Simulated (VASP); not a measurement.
Input:

```
CELL_PARAMETERS angstrom
      0.00000     3.14709     3.14709
      3.14709     0.00000     3.14709
      3.14709     3.14709     0.00000
ATOMIC_POSITIONS crystal
  Pb 0.00000 0.00000 0.00000
  Se 0.50000 0.50000 0.50000
```

Method: RPBE GGA, VASP's PBE PAW potentials (set 64) (plane waves; VASP). Run with 520 eV cut-off, 7×7×7 Γ-centred mesh, Gaussian smearing of 0.050 eV, potentials Pb_d Se.

Problem. Predict the energy per atom (σ→0).

Solution. 
* **energy per atom (σ→0)**: -3.763 eV/atom

The compound is PbSe in the rock salt structure. It was relaxed first, which changed the volume by +9 %. The start is the result of an earlier pass.
